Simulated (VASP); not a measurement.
Consider the following.

```
CELL_PARAMETERS angstrom
      0.00000     2.41243     2.41243
      2.41243     0.00000     2.41243
      2.41243     2.41243     0.00000
ATOMIC_POSITIONS crystal
  Gd 0.00000 0.00000 0.00000
  N  0.50000 0.50000 0.50000
```

Method: PBEsol GGA, VASP's PBE PAW potentials (set 64) (plane waves; VASP). Run with 520 eV cut-off, 13×13×13 Γ-centred mesh, first-order Methfessel-Paxton smearing of 0.10 eV, potentials Gd_3 N.

The 4f electrons are frozen in the core of the lanthanide potential, so 4f levels, which can set the real gap, and their magnetism are missing.

Question: Give the stress tensor in GPa (positive for a compressed cell).

Answer: 
```
11.80   0.00   0.00
 0.00  11.80   0.00
 0.00   0.00  11.80
```
The pressure is its mean diagonal, 11.80 GPa.

The compound is GdN in the rock salt structure. This cell is one point of a volume scan, at 0.94 of the reference volume.
